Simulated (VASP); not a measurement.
Level of theory: PBEsol GGA, VASP's PBE PAW potentials (set 64) (plane waves; VASP).

A VASP calculation is set up with these files.

File KPOINTS:
```
Automatic
0
G
18 18 18
0 0 0
```

### POSCAR
```
V
1
   -1.3999604639     1.3999604639     1.3999604639
    1.3999604639    -1.3999604639     1.3999604639
    1.3999604639     1.3999604639    -1.3999604639
V
1
Direct
  0.0000000000   0.0000000000   1.0000000000
```

### INCAR
```
# general
SYSTEM   =  V
PREC     =  Accurate
ENCUT    =  500
LREAL    =  F
LASPH    =  T

# electronic loop
EDIFF    =  1E-6
NELM     =  100
ALGO     =  Normal
LMAXMIX  =  4

# smearing
ISMEAR   =  1
SIGMA    =  0.1

# functional
GGA      =  PS

# ions
IBRION   =  2
NSW      =  40
ISIF     =  3
EDIFFG   =  -0.02
PSTRESS  =  450

# output
LWAVE    =  F
LCHARG   =  F
```

POTCAR, in this order: V_sv (PBE.64 set). Program: vasp_std.

What VASP printed:

**OUTCAR**
```
 ion  position               nearest neighbor table
   1  0.000  0.000  0.000-
  LATTYP: Found a body centered cubic cell.
 ALAT       =     2.7999209278
 Subroutine PRICEL returns:
 Original cell was already a primitive cell.
 Subroutine GETGRP returns: Found 48 space group operations
The static configuration has the point symmetry O_h .
The dynamic configuration has the point symmetry O_h .
 Subroutine INISYM returns: Found 48 space group operations
 Subroutine IBZKPT returns following result:
 Found    195 irreducible k-points:

 Following reciprocal coordinates:
            Coordinates               Weight
  0.000000  0.000000  0.000000      1.000000
  0.055556  0.000000  0.000000     12.000000
  0.111111  0.000000  0.000000     12.000000
  0.166667  0.000000  0.000000     12.000000
  0.222222  0.000000  0.000000     12.000000
  0.277778  0.000000  0.000000     12.000000
  0.333333  0.000000  0.000000     12.000000
  0.388889  0.000000  0.000000     12.000000
  0.444444  0.000000  0.000000     12.000000
  0.500000  0.000000  0.000000      6.000000
...
```

### OSZICAR
```
       N       E                     dE             d eps       ncg     rms          rms(c)
DAV:   1     0.802709187766E+02    0.80271E+02   -0.71799E+03  3900   0.143E+03
DAV:   2    -0.923821078700E+01   -0.89509E+02   -0.87572E+02  4016   0.363E+02
DAV:   3    -0.105398629166E+02   -0.13017E+01   -0.12893E+01  4008   0.513E+01
DAV:   4    -0.105465346058E+02   -0.66717E-02   -0.66712E-02  3962   0.400E+00
DAV:   5    -0.105466132857E+02   -0.78680E-04   -0.78679E-04  4004   0.416E-01    0.261E+01
DAV:   6    -0.943867684547E+01    0.11079E+01   -0.36385E+00  3920   0.305E+01    0.581E+00
DAV:   7    -0.939909915418E+01    0.39578E-01   -0.85510E-02  3936   0.386E+00    0.179E+00
DAV:   8    -0.939099674957E+01    0.81024E-02   -0.92725E-03  3912   0.180E+00    0.659E-02
DAV:   9    -0.939088858845E+01    0.10816E-03   -0.26905E-04  3944   0.301E-01    0.321E-02
DAV:  10    -0.939089603733E+01   -0.74489E-05   -0.56165E-06  3920   0.305E-02    0.254E-03
DAV:  11    -0.939089657478E+01   -0.53745E-06   -0.43499E-07  1966   0.112E-02
   1 F= -.63083529E+01 E0= -.63082173E+01  d E =-.630835E+01
```

OUTCAR:
```
------------------------ aborting loop because EDIFF is reached ----------------------------------------
  FORCE on cell =-STRESS in cart. coord.  units (eV):
  Direction    XX          YY          ZZ          XY          YZ          ZX
  --------------------------------------------------------------------------------------
  Total        3.0710350      3.0710350      3.0710350      0.0000000      0.0000000     -0.0000000
  in kB      448.3199339    448.3199339    448.3199339      0.0000000      0.0000000     -0.0000000
  external PRESSURE =      -1.6800661 kB  Pullay stress =     450.0000000 kB
  volume of cell :       10.98
      direct lattice vectors                 reciprocal lattice vectors
    -1.399960464  1.399960464  1.399960464     0.000000000  0.357152943  0.357152943
     1.399960464 -1.399960464  1.399960464     0.357152943  0.000000000  0.357152943
     1.399960464  1.399960464 -1.399960464     0.357152943  0.357152943  0.000000000
 POSITION                                       TOTAL-FORCE (eV/Angst)
 -----------------------------------------------------------------------------------
      0.00000      0.00000      0.00000         0.000000      0.000000      0.000000
 -----------------------------------------------------------------------------------
    total drift:                                0.000000     -0.000000      0.000000
  FREE ENERGIE OF THE ION-ELECTRON SYSTEM (eV)
  ---------------------------------------------------
  free  energy   TOTEN  =        -9.3908965748 eV

  energy  without entropy=       -9.3904898091  energy(sigma->0) =       -9.39076099
  enthalpy is  TOTEN    =        -6.3083529204 eV   P V=        3.0825436543

 reached required accuracy - stopping structural energy minimisation
```
(Selected blocks of OUTCAR.)

OUTCAR:
```
 val. band max:       12.3194121864   @ k =  -0.2222   0.2222   0.1667

 cond. band min:      12.3302051157   @ k =  -0.2222   0.2222   0.0556


 Fermi energy:        12.3256134875

 k-point     1 :       0.0000    0.0000    0.0000
  band No.  band energies     occupation
      1     -50.9729      2.00000
      2     -23.9008      2.00000
      3     -23.9008      2.00000
      4     -23.9008      2.00000
      5       5.4268      2.00000
      6      12.7590     -0.00000
      7      12.7590     -0.00000
      8      12.7590     -0.00000
      9      15.3444      0.00000
     10      15.3444      0.00000

 k-point     2 :       0.0556    0.0000    0.0000
  band No.  band energies     occupation
      1     -50.9599      2.00000
      2     -23.9554      2.00000
      3     -23.9165      2.00000
      4     -23.9012      2.00000
      5       5.5796      2.00000
      6      12.6860     -0.00000
      7      12.7441     -0.00000
      8      12.8772     -0.00000
      9      15.2549      0.00000
     10      15.3485      0.00000

 k-point     3 :       0.1111    0.0000    0.0000
  band No.  band energies     occupation
      1     -50.9226      2.00000
      2     -24.1118      2.00000
      3     -23.9621      2.00000
      4     -23.9031      2.00000
      5       6.0196      2.00000
      6      12.4809     -0.05052
      7      12.6766     -0.00001
      8      13.2244     -0.00000
      9      15.0528      0.00000
     10      15.3639      0.00000

 k-point     4 :       0.1667    0.0000    0.0000
  band No.  band energies     occupation
      1     -50.8649      2.00000
      2     -24.3474      2.00000
      3     -24.0313      2.00000
      4     -23.9060      2.00000
      5       6.6876      2.00000
      6      12.1800      2.05913
      7      12.5192     -0.01956
      8      13.7784     -0.00000
      9      14.8915      0.00000
     10      15.3984      0.00000

 k-point     5 :       0.2222    0.0000    0.0000
...
```

The compound is V in the bcc structure. It was relaxed first under an external pressure of 45 GPa. The run is not spin-polarised, so no magnetic state was tried.
